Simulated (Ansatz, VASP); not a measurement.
RbVS3 in VASP and in Ansatz

```
Rb V S
1.0
     4.70930    0.00000    0.00000
     0.00000    4.70930    0.00000
     0.00000    0.00000    4.70930
Rb V S
1 1 3
Direct
  0.50000 0.50000 0.50000
  0.00000 0.00000 0.00000
  0.50000 0.00000 0.00000
  0.00000 0.50000 0.00000
  0.00000 0.00000 0.50000
```

Alike in both runs: task relaxation of cell and atoms; functional PBE; k mesh 8 × 8 × 8; occupations gaussian, width 0.1 eV; no spin polarisation.

|  | VASP | Ansatz |
| --- | --- | --- |
| version | VASP 6.6.1 | Ansatz 0.2.0 |
| potentials or method | VASP PAW PBE potentials, release 64 (Rb_sv, V_sv, S) | scalar-relativistic, plane waves, PAW |
| plane-wave cutoff (eV) | 600 | 420 |
| valence electrons in the cell | 40 | 40 |

|  | VASP | Ansatz | Ansatz less VASP |
| --- | --- | --- | --- |
| gap on the k mesh at the Fermi level, each at its own relaxed structure (eV) | none | none | - |
| relaxed volume (Å³/atom) | 21.06 | 21.05 | -0.016 |
| relaxed cell length with the largest relative difference (Å) | 4.722 | 4.721 | -0.0012 |

A gap of «none» marks a metal or a gap that the smearing closes.

Caveats: the run has no spin polarisation, though such a crystal can be magnetic.
